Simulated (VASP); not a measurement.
Calculation: optB86b-vdW, VASP's PBE PAW potentials (set 64) (plane waves; VASP).

VASP ran on this input.

### KPOINTS
```
K-points
0
Gamma
  6 6 6
```

POSCAR:
```
KZnF3
4.0783670
  0.9999999804   0.0000000000   0.0000000000
  0.0000000000   0.9999999804   0.0000000000
  0.0000000000   0.0000000000   0.9999999804
K Zn F
1 1 3
Cart
  0.0000000000   0.0000000000   0.0000000000
  0.4999999902   0.4999999902   0.4999999902
  0.4999999902   0.0000000000   0.4999999902
  0.0000000000   0.4999999902   0.4999999902
  0.4999999902   0.4999999902   0.0000000000
```

**INCAR**
```
ALGO=Normal
PREC=Accurate
LEFG=.TRUE.
LCHARG=.TRUE.
LMAXMIX=4
GGA=MK
ISMEAR=-5   ! tetrahedra, Bloechl
LASPH=.TRUE.
LWAVE=.FALSE.
LREAL=.FALSE.
NEDOS=601
LUSE_VDW=.TRUE.
PARAM1=0.1234
ENCUT=520   ! plane-wave cut-off (eV)
LORBIT=11   ! lm-projected
PARAM2=1.0
NELM=100   ! most electronic steps
AGGAC=0.0
SYSTEM=KZnF3
EDIFF=1E-7   ! SCF stop (eV)
ISIF=2
```

POTCAR, in this order: K_sv Zn F (PBE.64 set). Program: vasp_std.

Output of the run:

### OUTCAR
```
 ion  position               nearest neighbor table
   1  0.000  0.000  0.000-
   2  0.500  0.500  0.500-   3 2.04   4 2.04   5 2.04   5 2.04   3 2.04   4 2.04
   3  0.500  0.000  0.500-   2 2.04   2 2.04
   4  0.000  0.500  0.500-   2 2.04   2 2.04
   5  0.500  0.500  0.000-   2 2.04   2 2.04
  LATTYP: Found a simple cubic cell.
 ALAT       =     4.0783669201
 Subroutine PRICEL returns:
 Original cell was already a primitive cell.
 Subroutine GETGRP returns: Found 48 space group operations
The static configuration has the point symmetry O_h .
The dynamic configuration has the point symmetry O_h .
 Subroutine INISYM returns: Found 48 space group operations
 Subroutine IBZKPT returns following result:
 Found     20 irreducible k-points:

 Following reciprocal coordinates:
            Coordinates               Weight
  0.000000  0.000000  0.000000      1.000000
  0.166667  0.000000  0.000000      6.000000
  0.333333  0.000000  0.000000      6.000000
  0.500000  0.000000  0.000000      3.000000
  0.166667  0.166667  0.000000     12.000000
  0.333333  0.166667  0.000000     24.000000
  0.500000  0.166667  0.000000     12.000000
  0.333333  0.333333  0.000000     12.000000
  0.500000  0.333333  0.000000     12.000000
  0.500000  0.500000  0.000000      3.000000
  0.166667  0.166667  0.166667      8.000000
  0.333333  0.166667  0.166667     24.000000
  0.500000  0.166667  0.166667     12.000000
  0.333333  0.333333  0.166667     24.000000
  0.500000  0.333333  0.166667     24.000000
  0.500000  0.500000  0.166667      6.000000
  0.333333  0.333333  0.333333      8.000000
  0.500000  0.333333  0.333333     12.000000
  0.500000  0.500000  0.333333      6.000000
  0.500000  0.500000  0.500000      1.000000
   k-points           NKPTS =     20   k-points in BZ     NKDIM =     20   number of bands    NBANDS=     25
   number of dos      NEDOS =    601   number of ions     NIONS =      5
   total plane-waves  NPLWV =  27000
   dimension x,y,z NGX =    30 NGY =   30 NGZ =   30
   dimension x,y,z NGXF=    60 NGYF=   60 NGZF=   60
   ions per type =               1   1   3
   PREC   = accura    normal or accurate (medium, high low for compatibility)
   ISTART =      0    job   : 0-new  1-cont  2-samecut
   ICHARG =      2    charge: 1-file 2-atom 10-const
   ISPIN  =      1    spin polarized calculation?
   LNONCOLLINEAR =      F non collinear calculations
   LSORBIT =      F    spin-orbit coupling
   INIWAV =      1    electr: 0-lowe 1-rand  2-diag
   ENCUT  =  520.0 eV  38.22 Ry    6.18 a.u.   7.58  7.58  7.58*2*pi/ulx,y,z
   NELM   =    100;   NELMIN=  2; NELMDL= -5     # of ELM steps
   EDIFF  = 0.1E-06   stopping-criterion for ELM
   LREAL  =      F    real-space projection
   NLSPLINE    = F    spline interpolate recip. space projectors
   LMAXMIX     =    4 max onsite mixed and CHGCAR
   VOSKOWN=      0    Vosko Wilk Nusair interpolation
   EDIFFG = 0.1E-05   stopping-criterion for IOM
   NSW    =      0    number of steps for IOM
   NBLOCK =      1;   KBLOCK =      1    inner block; outer block
   IBRION =     -1    ionic relax: 0-MD 1-quasi-New 2-CG
   NFREE  =      0    steps in history (QN), initial steepest desc. (CG)
   ISIF   =      2    stress and relaxation
   ISYM   =      2    0-nonsym 1-usesym 2-fastsym
   TEIN   =    0.0    initial temperature
   TEBEG  =    0.0;   TEEND  =   0.0 temperature during run
   SMASS  =  -3.00    Nose mass-parameter (am)
   PSTRESS=    0.0 pullay stress
   NELECT =      42.0000    total number of electrons
   EFERMI =   0.00;   METHOD = LEGACY
   ISMEAR =    -5;   SIGMA  =   0.20  broadening in eV -4-tet -1-fermi 0-gaus
   IALGO  =     38    algorithm
   LDIAG  =      T    sub-space diagonalisation (order eigenvalues)
...
```

File OSZICAR:
```
       N       E                     dE             d eps       ncg     rms          rms(c)
DAV:   1     0.463714300314E+03    0.46371E+03   -0.22787E+04  1000   0.200E+03
DAV:   2     0.234923487229E+02   -0.44022E+03   -0.43154E+03  1212   0.499E+02
DAV:   3    -0.111902852839E+02   -0.34683E+02   -0.34546E+02  1243   0.152E+02
DAV:   4    -0.118908376631E+02   -0.70055E+00   -0.69984E+00  1503   0.205E+01
DAV:   5    -0.119025689584E+02   -0.11731E-01   -0.11727E-01  1327   0.217E+00    0.115E+01
DAV:   6    -0.966800648548E+01    0.22346E+01   -0.82843E+00  1469   0.404E+01    0.711E+00
DAV:   7    -0.973099339590E+01   -0.62987E-01   -0.14578E+00  1044   0.844E+00    0.459E+00
DAV:   8    -0.974635942052E+01   -0.15366E-01   -0.57930E-01  1334   0.156E+01    0.163E+00
DAV:   9    -0.971167863527E+01    0.34681E-01   -0.91869E-02  1544   0.891E+00    0.677E-01
DAV:  10    -0.970763542110E+01    0.40432E-02   -0.95231E-02  1467   0.765E+00    0.323E-01
DAV:  11    -0.970705259192E+01    0.58283E-03   -0.15250E-02  1452   0.172E+00    0.949E-02
DAV:  12    -0.970715186973E+01   -0.99278E-04   -0.68976E-04  1079   0.213E-01    0.940E-02
DAV:  13    -0.970716985394E+01   -0.17984E-04   -0.37157E-04  1219   0.616E-01    0.857E-02
DAV:  14    -0.970712365371E+01    0.46200E-04   -0.15910E-04  1403   0.323E-01    0.533E-02
DAV:  15    -0.970709454424E+01    0.29109E-04   -0.12427E-04  1113   0.911E-02    0.229E-02
DAV:  16    -0.970709057135E+01    0.39729E-05   -0.57669E-06  1358   0.645E-02    0.163E-02
DAV:  17    -0.970708692786E+01    0.36435E-05   -0.96700E-06  1321   0.607E-02    0.665E-03
DAV:  18    -0.970708645532E+01    0.47255E-06   -0.33469E-06  1507   0.210E-02    0.172E-03
DAV:  19    -0.970708645208E+01    0.32360E-08   -0.48630E-07  1046   0.101E-02
   1 F= -.97070865E+01 E0= -.97070865E+01  d E =0.000000E+00
```

OUTCAR:
```
------------------------ aborting loop because EDIFF is reached ----------------------------------------
  FORCE on cell =-STRESS in cart. coord.  units (eV):
  Direction    XX          YY          ZZ          XY          YZ          ZX
  --------------------------------------------------------------------------------------
  Total        0.0149428      0.0149428      0.0149428     -0.0000000      0.0000000     -0.0000000
  in kB        0.3529269      0.3529269      0.3529269     -0.0000000      0.0000000     -0.0000000
  external PRESSURE =       0.3529269 kB  Pullay stress =       0.0000000 kB
  volume of cell :       67.84
      direct lattice vectors                 reciprocal lattice vectors
     4.078366920  0.000000000  0.000000000     0.245196183  0.000000000  0.000000000
     0.000000000  4.078366920  0.000000000     0.000000000  0.245196183  0.000000000
     0.000000000  0.000000000  4.078366920     0.000000000  0.000000000  0.245196183
 POSITION                                       TOTAL-FORCE (eV/Angst)
 -----------------------------------------------------------------------------------
      0.00000      0.00000      0.00000         0.000000      0.000000      0.000000
      2.03918      2.03918      2.03918         0.000000      0.000000      0.000000
      2.03918      0.00000      2.03918         0.000000      0.000000      0.000000
      0.00000      2.03918      2.03918         0.000000      0.000000      0.000000
      2.03918      2.03918      0.00000         0.000000      0.000000      0.000000
 -----------------------------------------------------------------------------------
    total drift:                                0.000000      0.000000     -0.000000
  FREE ENERGIE OF THE ION-ELECTRON SYSTEM (eV)
  ---------------------------------------------------
  free  energy   TOTEN  =        -9.7070864521 eV

  energy  without entropy=       -9.7070864521  energy(sigma->0) =       -9.70708645

 total charge

# of ion       s       p       d       tot
------------------------------------------
    1        1.952   5.566   0.022   7.540
    2        0.338   0.359   9.948  10.645
    3        1.728   4.357   0.000   6.085
    4        1.728   4.357   0.000   6.085
    5        1.728   4.357   0.000   6.085
--------------------------------------------------
tot          7.475  18.996   9.970  36.441

 Electric field gradients after diagonalization (V/A^2)
 (convention: |V_zz| > |V_xx| > |V_yy|)
----------------------------------------------------------------------
 ion       V_xx      V_yy      V_zz     asymmetry (V_yy - V_xx)/ V_zz
----------------------------------------------------------------------
   1       0.000    -0.000    -0.000       1.262
   2       0.000     0.000     0.000      -0.286
   3     -50.220   -50.220   100.439       0.000
   4     -50.220   -50.220   100.439       0.000
   5     -50.220   -50.220   100.439       0.000
```
(Selected blocks of OUTCAR.)

The compound is KZnF3 in the cubic perovskite structure. It was relaxed first.
